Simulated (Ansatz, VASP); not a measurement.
# Cross-check of SrTiO3 (Tausonite) between VASP and Ansatz, part 2 of 2

Aim: how closely do two programs agree when they are given the same cell, functional and k mesh? The cell is taken from a series of VASP runs on this material, whose earlier steps may have relaxed, scaled or displaced it; both programs get it as it stands.

VASP 6.6.1 and Ansatz 0.2.0.

So far: The starting structure; VASP: relaxation of cell and atoms, PBEsol with D3(BJ).

### 3. Ansatz: relaxation of cell and atoms, PBEsol with D3(BJ)

Level of this step: Ansatz beside VASP: Kohn-Sham DFT, plane waves, PBEsol with D3(BJ) (Ansatz).

Ansatz runs on its default PAW (the set named soft_2) files.

The same cell, functional, mesh and smearing now go to Ansatz, which takes its cutoff from its data sets.

input.yaml reads:

```yaml
crystal:
  lattice:
    - [3.871077871, 0.0, 0.0]
    - [0.0, 3.871077871, 0.0]
    - [0.0, 0.0, 3.871077871]
  atoms:
    - { symbol: Sr, position: [0.5, 0.5, 0.5] }
    - { symbol: Ti, position: [0.0, 0.0, 0.0] }
    - { symbol: O, position: [0.0, 0.0, 0.5] }
    - { symbol: O, position: [0.0, 0.5, 0.0] }
    - { symbol: O, position: [0.5, 0.0, 0.0] }
hamiltonian:
  xc: pbesol
  pseudopotentials: { kind: paw }
  dispersion: d3bj
kpoints:
  mp_grid: { grid: [6, 6, 6] }
scf:
  occupations: { method: gaussian, width: 0.03 }
relax:
  f_tol: 0.01
  max_steps: 60
  cell: { stress_tol: 0.05 }
output:
  forces: true
  stress: true
```

On the command line:

```bash
ansatz run input.yaml --threads 4 --pin off --max-ram 9216MiB --backend cpu --events-out ev --progress --plain --runs-dir out
```

Numbers of over 12 decimals in the logs are rounded to 6 here.

Log:

```text
Engine: ansatz 0.2.0, x86_64-unknown-linux-gnu
Pseudopotentials: kind: paw
Pseudopotential: Sr, paw, valence charge 10, recommended cutoff 420 eV (normal), Sr.paw.azcp
Pseudopotential: Ti, paw, valence charge 12, recommended cutoff 420 eV (normal), Ti.paw.azcp
Pseudopotential: O, paw, valence charge 6, recommended cutoff 420 eV (normal), O.paw.azcp
Functional definition: PBEsol
  exchange = pbesol_x
  correlation = pbesol_c
Crystal: 5 atoms, lattice volume = 58.009 Å³
Basis set: ecut = 420 eV, 1141 PW (Γ), exchange–correlation on 54×54×54 points (8 copies of the dense FFT grid, shifted against one another)
Bands: 25, of which v1, the nominal top of the filled ones, is band 20 counted from 1 (19 counted from 0)
Symmetry: 48 space group operations
Space group: Pm-3m (ITA 221), of the structure as read, at distance tolerance 3.9e-5 Å
k-points: 20 of 216
Non-local potential: Sr, projectors of the file, l = 0: 3, l = 1: 2, l = 2: 2
Non-local potential: Ti, projectors of the file, l = 0: 3, l = 1: 2, l = 2: 3, l = 3: 1
Non-local potential: O, projectors of the file, l = 0: 2, l = 1: 2, l = 2: 1
PAW form: soft (Blöchl's): semilocal exchange-correlation on the pseudo side does not see the compensation charge
PAW frozen core: Sr, regenerated for the run's functional, and the local potential with it (the file was generated under x = pbe(κ = 0.804, μ = 0.219515), c = pbe(β = 0.066725))
PAW frozen core: Ti, regenerated for the run's functional, and the local potential with it (the file was generated under x = pbe(κ = 0.804, μ = 0.219515), c = pbe(β = 0.066725))
PAW frozen core: O, regenerated for the run's functional, and the local potential with it (the file was generated under x = pbe(κ = 0.804, μ = 0.219515), c = pbe(β = 0.066725))
PAW one-centre angular grid: Sr, 110 points (default); XC on 64 Gauss nodes
PAW one-centre angular grid: Ti, 590 points (default); XC on 64 Gauss nodes
PAW one-centre angular grid: O, 110 points (default); XC on 64 Gauss nodes
Initial density: superposition of atomic densities (neutral atoms: chi_scale 0, normalization atom), corrected by the library's trained network
Initial wavefunctions: pseudopotential atomic-orbital guess
Functional: x = pbesol(κ = 0.804, μ = 0.123457), c = pbesol(β = 0.046)
SCF iter   1: F=—  HF=-7658.566527 eV  |F-HF|=—  |Δ(HF+E_count)|=         —  Δρ=1.67e-2  dr2=1.34e-1  ethr=1.77e-3  ⟨swp⟩=7.5  Hψ=2634  notcnv=0
preconditioner: auto → Resta (q_TF=auto, 2.564 Å⁻¹)  ε∞=5.7  [insulator: Δε(μ)=1.682 eV  Ē_g=12.367 eV  σ=0.030 eV  W_gap=1.00  n_scr=18 (ndim 8)  ℏωp=26.7 eV  f_vac=0.000  D(μ)=0.00/eV (n_scr^D=0)  ε∞_Penn≈5.7]
SCF iter   2: F=—  HF=-7658.539071 eV  |F-HF|=—  |Δ(HF+E_count)|=   2.75e-2  Δρ=4.27e-3  dr2=1.16e-2  ethr=3.35e-4  ⟨swp⟩=2.0  Hψ=877  notcnv=0  defer=19
SCF iter   3: F=—  HF=-7658.537186 eV  |F-HF|=—  |Δ(HF+E_count)|=   1.88e-3  Δρ=1.31e-3  dr2=9.89e-4  ethr=2.90e-5  ⟨swp⟩=2.0  Hψ=722  notcnv=0  defer=20
SCF iter   4: F=—  HF=-7658.537073 eV  |F-HF|=—  |Δ(HF+E_count)|=   1.13e-4  Δρ=1.17e-4  dr2=3.25e-6  ethr=2.47e-6  ⟨swp⟩=1.9  Hψ=545  notcnv=0  defer=20
SCF iter   5: F=—  HF=-7658.537310 eV  |F-HF|=—  |Δ(HF+E_count)|=   2.38e-4  Δρ=2.67e-5  dr2=2.74e-7  ethr=8.13e-9  ⟨swp⟩=2.0  Hψ=880  notcnv=0  defer=20
SCF iter   6: F=-7658.537311 eV  HF=-7658.537311 eV  |F-HF|=1.76e-8  |Δ(HF+E_count)|=   3.46e-7  Δρ=5.94e-6  dr2=2.55e-8  ethr=2.50e-10  ⟨swp⟩=5.0  Hψ=1870  notcnv=0
SCF 1 converged in 6 iterations: F = -7658.537311 eV  dr2 = 2.55e-8
  greatest PAW one-centre occupation: 0.999 electrons in one spin orbital (limit 2), on the Ti atom at site 1 (counted from 0), in its partial waves of l = 0
relax step   1: F+E_penalty+E_count = -7658.53731076 eV  Δ(F+E_penalty+E_count) = +0.000e0 eV  max|allowed force component| = 6.225e-30 eV/Å  Δτ_max = 0.0000 Å  P = -0.755 GPa  Ω = 58.009 Å³  (6 SCF iters, dr2 threshold 1.00e-7 eV, accepted)
[...]
relax step   2: F+E_penalty+E_count = -7658.53863724 eV  Δ(F+E_penalty+E_count) = -1.326e-3 eV  max|allowed force component| = 2.314e-29 eV/Å  Δτ_max = 0.0000 Å  P = -0.064 GPa  Ω = 57.809 Å³  energy of the carried Pulay correction = +8.144e-4 eV  (6 SCF iters, dr2 threshold 5.00e-7 eV, accepted)
[...]
relax step   3: F+E_penalty+E_count = -7658.53871682 eV  Δ(F+E_penalty+E_count) = -7.958e-5 eV  max|allowed force component| = 1.591e-30 eV/Å  Δτ_max = 0.0000 Å  P = +0.000 GPa  Ω = 57.791 Å³  energy of the carried Pulay correction = +8.902e-4 eV  (6 SCF iters, dr2 threshold 1.04e-8 eV, accepted)
[...]
relax step   4: F+E_penalty+E_count = -7658.53789892 eV  Δ(F+E_penalty+E_count) = +8.179e-4 eV  max|allowed force component| = 3.392e-30 eV/Å  Δτ_max = 0.0000 Å  P = -0.026 GPa  Ω = 57.791 Å³  stress off target by 2.56e-2 GPa  SCF on the basis re-selected at this cell (its energy is not comparable with the rows above)  (8 SCF iters)
basis re-selected at this cell: Δ(F+E_penalty+E_count) = +8.179e-4 eV, ΔP = -0.026 GPa vs the last step (what re-selecting the basis moved, of the pressure what is left beyond the Pulay correction that the steps carried, after the strain that the cell walked since its last selection, with what the two solves' SCF thresholds leave and, on support functions, any second-order correction that the steps lacked; it is no m [...]
SCF converged after 8 iterations
Free energy (F): -7658.537899 eV
Harris-Foulkes:  -7658.537899 eV  (|F-HF|=9.09e-13)
Internal energy: -7658.537899 eV  (E = F + TS)
E sigma→0 (E₀):  -7658.537899 eV
Fermi energy:    11.222356 eV
--- Per-component energies (eV) ---
  E_band       = -190.974179
  E_kinetic    = 1048.573253
  E_local      = -2342.621489  (includes V_loc(G=0)·N_el)
  E_nonlocal   = 351.683765
  E_hartree    = 818.271942
  E_xc         = -491.686333
  E_vxc        = -569.910703  (∫ρ·V_xc dr)
  E_paw        = -4121.530026  (= ΣΔE_a)
  E_vpaw       = -315.250448  (= ΣTr[D̂ρ^β])
  E_aug_tail   = 0.007560  (compensation charges beyond the density's cutoff)
  E_ewald      = -2920.307696
  E_disp       = -1.308470  (pairwise vdW)
  E_core_change = 0.379595  (= ΣΔE_core)
  E_smearing   = -0.000000  (= −TS)
  E_closure    = 0.000000  (closes the sum)
  Σ components = -7658.537899   (vs F -7658.537899, Δ=0.00e0)
--- Forces (eV/Å), atoms counted from 1 ---
  atom   1  Sr     0.00000000    -0.00000000     0.00000000
  atom   2  Ti     0.00000000     0.00000000    -0.00000000
  atom   3  O      0.00000000     0.00000000     0.00000000
  atom   4  O      0.00000000    -0.00000000    -0.00000000
  atom   5  O     -0.00000000    -0.00000000    -0.00000000
  max |Σ_I F_I| component: 4.08e-30 eV/Å
--- Stress (GPa, compression-positive) ---
       -0.025578       0.000000       0.000000
        0.000000      -0.025578       0.000000
        0.000000       0.000000      -0.025578
  P = ⅓ Tr σ = -0.0256 GPa (-0.256 kbar)
--- Relaxed structure (3 steps of the walk, 3 accepted, 1 SCFs on fresh bases) ---
  F+E_penalty+E_count = -7658.53789892 eV   max|allowed force component| = 3.392e-30 eV/Å   (the final SCF, on the basis selected at the relaxed cell)
  cell:  # Å, volume = 57.7907 Å³
    - [3.866214, 0, 0.0]
    - [0, 3.866214, 0.0]
    - [0.0, 0.0, 3.866214]
  atoms:
    - { symbol: Sr, position: [0.5, 0.5, 0.5] }
    - { symbol: Ti, position: [0, 0, 0] }
    - { symbol: O, position: [0, 0, 0.5] }
    - { symbol: O, position: [0, 0.5, 0] }
    - { symbol: O, position: [0.5, 0, 0] }
```

It took 1.6 s on 4 threads of Intel Xeon 6975P-C (Granite Rapids), shared host; peak memory 0.42 GiB; 4.7 s of CPU time.

### 4. Side by side

Known differences besides the potentials themselves: both relaxations stop at a tolerance, which leaves soft axes loose, and VASP keeps its plane-wave basis; the cutoff is 420 eV in Ansatz and 520 eV in VASP; Ansatz makes its cores anew for this functional, VASP keeps those of its PBE data sets; Ansatz adds a Pulay correction to the stress that steers its cell, VASP none. Total energies have different zeros and are not compared.

Compared:

```csv
quantity,Ansatz,VASP,difference
volume (Å³),57.79,58.00,-0.36 %
"edge a after relaxation, in the typed setting (Å)",3.866,3.871,-0.12 %
```

The walks stopped with -0.03 GPa left in Ansatz and 0.02 GPa in VASP; each walk ends within a tolerance, so the volume difference is uncertain by about these residues over the bulk modulus, most in soft cells.

### 5. What came out

| Item | Value |
| --- | --- |
| difference in volume (relaxation of cell and atoms, PBEsol with D3(BJ)) | -0.36 % |

What this shows: The difference in volume is -0.36 % (relaxation of cell and atoms, PBEsol with D3(BJ)), within the 1.2 % picked in this series as the mark of a large difference, as far as the stopping tolerances let one tell. How closely two codes agree says nothing of how well the functional describes the real material.

[Lines on the potential files, build, host, timing and source positions are cut from VASP's logs without a mark.]

[Logs are printed without paths, hosts, clocks, repeated set-up lines and the standing remarks that a program may print on its own settings, such as how far it seeks lower states.]

[Hosts, paths, dates, database ids (printed as entryN), source tags and the programs' standing remarks are cut or masked in the printed files.]
